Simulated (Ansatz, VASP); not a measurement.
# Cross-check of Se (Selenium) between VASP and Ansatz

One calculation is typed for both programs; each brings its own data sets. How far apart do they land? The cell is taken from a series of runs on this material, whose earlier steps may have relaxed, scaled, displaced or heated it; both programs get it as it stands.

Method: plane waves, with VASP 6.6.1 beside it; G0W0 gap at HSE06 form with 60 % exact exchange, screening 0.2078 1/A with an exact-exchange share of 0.6, in Ansatz 0.2.0.

## Step 1: Starting point

Symmetry: P3_121, No. 152, trigonal system. The conventional cell has a = 4.366 Å, b = 4.366 Å, c = 4.954 Å, α = 90.00°, β = 90.00°, γ = 120.00°. Nearest to Se lie 2 Se at 2.37 Å.

## Step 2: Ansatz: G0W0 gap, HSE06 form with 60 % exact exchange, screening 0.2078 1/A with an exact-exchange share of 0.6

Ansatz runs on its PAW soft_1 files.

Quasiparticle shifts depend on high empty states and on the cores, so they are the hardest test of two PAW sets.

The input, input.yaml:

```yaml
crystal:
  lattice:
    - [4.3662, 0.0, 0.0]
    - [-2.1831, 3.781240118, 0.0]
    - [0.0, 0.0, 4.9536]
  atoms:
    - { symbol: Se, position: [0.2254, 0.0, 0.3333333333] }
    - { symbol: Se, position: [0.0, 0.2254, 0.6666666667] }
    - { symbol: Se, position: [0.7746, 0.7746, 0.0] }
kpoints:
  mp_grid: { grid: [6, 6, 4] }
hamiltonian:
  xc:
    exchange: pbe
    correlation: pbe
    exx: { coeff: 0.6, omega: 0.2078 }
  pseudopotentials: { kind: paw, azcp: { folder: soft_1 } }
scf:
  occupations: { method: fixed }
gw:
  n_empty_bands: 341
  ecut_chi: 150.0
  qp_bands: [v2, c2]
  qp_kpoints: band_edges
  screening: { model: contour_deformation }
```

Launch:

```sh
$ ansatz run input.yaml --threads 3 --pin off --max-ram 92160MiB --backend cuda --events-out ev --progress --plain --runs-dir out --devices 1 --max-vram 13GiB
```

Numbers of over 12 decimals in the logs are rounded to 6 here.

The log of the run:

```text
GPUs: using 1 of 1 available (devices: 1).
Engine: ansatz 0.2.0, x86_64-unknown-linux-gnu
Pseudopotentials: kind: paw
Pseudopotential: Se, paw, valence charge 16, recommended cutoff 420 eV (normal), soft_1/Se.paw.azcp
Functional definition: unnamed
  parameter a_1 = 0.6
  parameter omega_1 = 0.2078/angstrom
  exchange = pbe_x + (-a_1)*pbe_x_sr(omega_1) + a_1*exact_x_sr(omega_1)
  correlation = pbe_c
davidson cushion auto → on  (no smearing: the cushion is to keep the highest requested band from converging to the state above it; pin scf.eigensolver.cushion to override)
device memory: the entry about to start is reckoned to put 0.9 GiB on a device that reports 45.7 GiB free (of which the cap on the GPU budget leaves the run 13.0 GiB)
GPU FFT provider: cuFFT
GPU libraries: cuBLAS 13.8.2, cuFFT 12.4.0, cuSOLVER 12.3.4
Crystal: 3 atoms, lattice volume = 81.782 Å³
Basis set: ecut = 420 eV, 1583 PW (Γ)
Bands: 29, of which v1, the nominal top of the filled ones, is band 24 counted from 1 (23 counted from 0)
Symmetry: 6 space group operations
Space group: P3121 (ITA 152), of the structure as read, at distance tolerance 4.3e-5 Å
k-points: 24 of 144 (time reversal used)
Non-local potential: Se, projectors of the file, l = 0: 2, l = 1: 2, l = 2: 3, l = 3: 1
PAW form: soft (Blöchl's): semilocal exchange-correlation on the pseudo side does not see the compensation charge
PAW frozen core: Se, regenerated for the run's functional, and the local potential with it (the file was generated under x = pbe(κ = 0.804, μ = 0.219515), c = pbe(β = 0.066725))
PAW one-centre angular grid: Se, 590 points (default); XC on 64 Gauss nodes
Initial density: superposition of atomic densities (chi_scale 0.1, normalization cell)
Initial wavefunctions: pseudopotential atomic-orbital guess
GPU buffer pool allocated for 32400 grid points (all kernels)
GPU transforms: local potential and band sums: pruned to the plane-wave sphere, on 30×30×36
Functional: x = pbe(κ = 0.804, μ = 0.219515), c = pbe(β = 0.066725), warm-up for x = pbe(κ = 0.804, μ = 0.219515) + 0.6 (exact − pbe) at short range (hse, ω = 0.2078 Å⁻¹), c = pbe(β = 0.066725)
iter 1 solved again at ethr=8.50e-4 eV; its pass at ethr=1.00e-1 eV (dr2=4.08e-1 eV) is discarded
SCF iter   1: F=—  HF=-16407.302549 eV  |F-HF|=—  |Δ(HF+E_count)|=         —  Δρ=2.79e-2  dr2=3.89e-1  ethr=8.50e-4  ⟨swp⟩=5.5  Hψ=4018  notcnv=0
preconditioner: auto → none  [insulator: Δε(μ)=1.128 eV  Ē_g=10.453 eV  n_scr=20 (ndim 8)  ℏωp=17.4 eV  f_vac=0.063]
SCF iter   2: F=—  HF=-16407.237926 eV  |F-HF|=—  |Δ(HF+E_count)|=   6.46e-2  Δρ=1.23e-2  dr2=7.27e-2  ethr=8.11e-4  ⟨swp⟩=2.0  Hψ=1536  notcnv=0
iter 3 solved again at ethr=3.00e-6 eV; its pass at ethr=1.52e-4 eV (dr2=1.44e-3 eV) is discarded
SCF iter   3: F=—  HF=-16407.233289 eV  |F-HF|=—  |Δ(HF+E_count)|=   4.64e-3  Δρ=1.51e-3  dr2=1.38e-3  ethr=3.00e-6  ⟨swp⟩=4.0  Hψ=3682  notcnv=0
SCF iter   4: F=—  HF=-16407.233098 eV  |F-HF|=—  |Δ(HF+E_count)|=   1.91e-4  Δρ=5.13e-4  dr2=1.18e-4  ethr=2.88e-6  ⟨swp⟩=3.1  Hψ=1797  notcnv=0
SCF iter   5: F=-16407.233127 eV  HF=-16407.233132 eV  |F-HF|=5.29e-6  |Δ(HF+E_count)|=   3.41e-5  Δρ=1.14e-4  dr2=6.41e-6  ethr=2.45e-7  ⟨swp⟩=3.4  Hψ=2076  notcnv=0
SCF 1 stopped early in 5 iterations: F = -16407.233127 eV  dr2 = 6.41e-6
  greatest PAW one-centre occupation: 1.000 electrons in one spin orbital (limit 2), on the Se atom at site 1 (counted from 0), in its partial waves of l = 2
device memory: the entry about to start is reckoned to put 1.6 GiB (of the 1.7 GiB reckoned in all, the device holds 0.1 GiB already) on a device that reports 44.3 GiB free (of which the cap on the GPU budget leaves the run 12.9 GiB)
GPU FFT provider: cuFFT
GPU libraries: cuBLAS 13.8.2, cuFFT 12.4.0, cuSOLVER 12.3.4
Initial density: handed on by an earlier stage of this run
Initial wavefunctions: those handed on with the density
GPU buffer pool allocated for 32400 grid points (all kernels)
GPU transforms: local potential and band sums: pruned to the plane-wave sphere, on 30×30×36
Functional: x = pbe(κ = 0.804, μ = 0.219515) + 0.6 (exact − pbe) at short range (hse, ω = 0.2078 Å⁻¹), c = pbe(β = 0.066725)
Exchange kernel: α = 0.6000, screened, ω = 0.2078 Å⁻¹, Wigner–Seitz truncation, v(0) = 1047.0060 eV·Å³, q-mesh 6×6×4, nearest image of the exchange supercell L = 19.81 Å, pair-density grid 18×18×24, without the augmentation charges, whose exchange is taken in its separable form by FFT convolution over the k-point mesh (sized by the pseudopotential files, 27×27×36 at the most), smooth part of the exact exchange by density-matrix convolution in up to 3.77 GiB of GPU memory as planned if the GPU has room (build and FFT work areas not counted)
Frozen-core exchange: fock
SCF iter   1: F=—  HF=-16417.663958 eV  |F-HF|=—  |Δ(HF+E_count)|=         —  Δρ=1.01e-2  dr2=4.45e-2  ethr=1.34e-7  ⟨swp⟩=8.3  Hψ=3902  notcnv=0
[...]
Exchange-term sweep: 2 of 24 (spin, k) points
Exchange-term sweep: 3 of 24 (spin, k) points
Exchange-term sweep: 4 of 24 (spin, k) points
Exchange-term sweep: 5 of 24 (spin, k) points
Exchange-term sweep: 6 of 24 (spin, k) points
Exchange-term sweep: 8 of 24 (spin, k) points
Exchange-term sweep: 9 of 24 (spin, k) points
Exchange-term sweep: 10 of 24 (spin, k) points
Exchange-term sweep: 11 of 24 (spin, k) points
[...]
Exchange-term sweep: 21 of 24 (spin, k) points
Exchange-term sweep: 22 of 24 (spin, k) points
Exchange-term sweep: 23 of 24 (spin, k) points
Exchange-term sweep: 24 of 24 (spin, k) points
G₀W₀ screening: q 1/24
[... further progress lines ...]
hybrid SCF converged: 3 outer / 12 inner (+5 warm-up), last move |dexx| = 7.09e-7 eV, tail = 2.40e-7 eV
Stability not checked: this state was not tested for a lower state beside it, because the functional holds exact exchange (a hybrid, or Hartree-Fock), whose exchange loop this test does not read (fock_operator; see scf.lower_state_search)
Free energy (F): -16417.747157 eV
Frozen-core exchange: fock
Harris-Foulkes:  -16417.747157 eV  (|F-HF|=3.91e-8)
Internal energy: -16417.747157 eV  (E = F + TS)
E sigma→0 (E₀):  -16417.747157 eV
Fermi energy:    5.330167 eV
--- Per-component energies (eV) ---
  E_band       = -1604.709453
  E_kinetic    = 324.208344
  E_local      = -8405.359834  (includes V_loc(G=0)·N_el)
  E_nonlocal   = -1070.545398
  E_hartree    = 4363.310260
  E_xc         = -138.182205
  E_vxc        = -142.945670  (∫ρ·V_xc dr)
  E_exx        = -491.538159  (= α·E_x^exact, valence–valence)
  E_paw        = -6010.432435  (= ΣΔE_a)
  E_vpaw       = -53.602324  (= ΣTr[D̂ρ^β])
  E_aug_tail   = -0.001128  (compensation charges beyond the density's cutoff)
  E_ewald      = -4981.574654
  E_core_change = -7.631948  (= ΣΔE_core)
  E_smearing   = -0.000000  (= −TS)
  E_closure    = -0.000000  (closes the sum)
  Σ components = -16417.747157   (vs F -16417.747157, Δ=-3.64e-12)
--- Band table (eV; the first three rows and the last of 24) ---
  k-point 0: bands = [... 20 lower, 0.9665, 2.4779, 2.4779, 4.4311, 9.3981, 9.3981]
  k-point 1: bands = [... 20 lower, 1.2706, 2.6626, 3.0662, 3.9622, 8.8023, 8.8647]
  k-point 2: bands = [... 20 lower, 1.3480, 3.1595, 3.1595, 3.6043, 8.4604, 8.4604]
  k-point 23: bands = [... 20 lower, -0.7463, 3.8972, 4.9653, 4.9653, 8.3906, 10.3012]
  guard bands above this table: 3 of the run's 29 bands. The solve was not asked for them (output.publish_guard_bands: true or output.eigenvalues: true publishes all)
--- G₀W₀: contour deformation, 6 samples at zero and on the imaginary axis and 2 off it, 144 q-points, 341 empty bands' worth ---
  eigenvalues of the whole cell's RPA ε∞ on this k-mesh (on a slab, of 1 + 4πα/V) = 4.3169, 4.3169, 6.3093; static W/v taken at q = 0 is 0.196070
  bands read: the sum over 365 bands ends inside a degenerate multiplet in 2 slots, whose members it reads at an even weight; the widest, k=21: bands 365 to 366 (counted from 1) at 1/2 each
  gw.qp_kpoints: band_edges: 13 of 24 stored k-points solved, in 1 pass; an edge of the gap read off the rows below is read off those points alone
    valence top: of the k-points left out ik 9 came nearest to being solved in a further pass, in band 24 (counted from 1, as in the quasiparticle table): it holds the edge there only if its correction is more favourable than any solved in that band by at least 0.412 eV; those differ by 0.256 eV
    conduction bottom: of the k-points left out ik 9 came nearest to being solved in a further pass, in band 25 (counted from 1, as in the quasiparticle table): it holds the edge there only if its correction is more favourable than any solved in that band by at least 0.565 eV; those differ by 0.061 eV
    ik  band        ε_KS         Σx   Σc(E_QP)       V_xc       Z   E_QP_lin       E_QP  E_QP is
     0    23      2.4779   -17.3790     2.0009   -15.8807  0.7803     2.9766     2.9805  root
     0    24      4.4311   -17.8424     1.6179   -16.5752  0.8006     4.7806     4.7819  root
     0    25      9.3981   -10.0043    -3.7680   -13.5674  0.8071     9.1937     9.1933  root
     0    26      9.3981   -10.0043    -3.7680   -13.5674  0.8071     9.1937     9.1933  root
     1    23      3.0662   -17.5282     1.8503   -16.1231  0.7899     3.5089     3.5114  root
     1    24      3.9622   -17.5896     1.6806   -16.2846  0.7967     4.3362     4.3378  root
     1    25      8.8023    -8.9092    -3.5799   -12.2994  0.8197     8.6130     8.6126  root
     1    26      8.8647    -9.8798    -3.5726   -13.3116  0.8116     8.7242     8.7240  root
     2    23      3.1595   -17.1734     1.8082   -15.7844  0.7878     3.5763     3.5787  root
     2    24      3.6043   -17.7340     1.7368   -16.3982  0.7960     4.0034     4.0053  root
     2    25      8.4604    -8.5621    -3.4816   -11.8745  0.8237     8.2914     8.2911  root
     2    26      8.4604    -8.5621    -3.4816   -11.8745  0.8237     8.2914     8.2911  root
     3    23      3.1139   -17.7003     1.6310   -16.4505  0.7937     3.4934     3.4951  root
     3    24      4.2383   -17.7199     1.6111   -16.4601  0.7997     4.5883     4.5896  root
     3    25      9.2259    -9.4815    -3.6575   -12.9405  0.8136     9.0278     9.0275  root
     3    26      9.3471    -9.7834    -3.6919   -13.2814  0.8105     9.1536     9.1532  root
     4    23      3.3811   -17.6074     1.6587   -16.3299  0.7943     3.7606     3.7623  root
     4    24      4.0816   -17.4748     1.4854   -16.2981  0.8009     4.3893     4.3903  root
     4    25      8.8350    -9.7463    -3.5070   -13.1093  0.8150     8.6911     8.6909  root
     4    26      8.9855    -8.9706    -3.5790   -12.3639  0.8181     8.8001     8.7997  root
     5    23      3.4999   -17.3841     1.6091   -16.1243  0.7963     3.8477     3.8491  root
     5    24      3.6516   -17.4737     1.6086   -16.2174  0.7963     4.0024     4.0039  root
     5    25      8.6787    -9.4632    -3.4903   -12.8095  0.8179     8.5348     8.5346  root
     5    26      8.9128    -9.3907    -3.5583   -12.7927  0.8149     8.7567     8.7564  root
[...]
19    23      3.8661   -17.1811     1.3836   -16.0666  0.8010     4.1344     4.1352  root
    19    24      5.0493   -17.6395     1.0374   -16.7687  0.8111     5.2157     5.2160  root
    19    25      8.7991   -10.7096    -3.5641   -14.1271  0.8123     8.6527     8.6525  root
    19    26     10.0534    -9.5724    -3.7416   -13.0979  0.8065     9.8378     9.8373  root
    23    23      4.9653   -17.7567     1.1155   -16.8337  0.8100     5.1574     5.1578  root
    23    24      4.9653   -17.7567     1.1155   -16.8337  0.8100     5.1574     5.1578  root
    23    25      8.3906   -10.4436    -3.5345   -13.8295  0.8168     8.2421     8.2419  root
    23    26     10.3012    -9.8657    -3.8147   -13.4557  0.8019    10.0771    10.0765  root
```

Reading the cycles: dr2 is the Hartree energy of the density residual (eV), the measure of convergence; HF is the Harris–Foulkes estimate of the energy, which meets the free energy F at convergence.

[end of part 1 of 2]

[Lines on the potential files, build, host, timing and source positions are cut from VASP's logs without a mark.]

[Logs are printed without paths, hosts, clocks, repeated set-up lines and the standing remarks that a program may print on its own settings, such as how far it seeks lower states.]

[Hosts, paths, dates, database ids (printed as entryN), source tags and the programs' standing remarks are cut or masked in the printed files.]
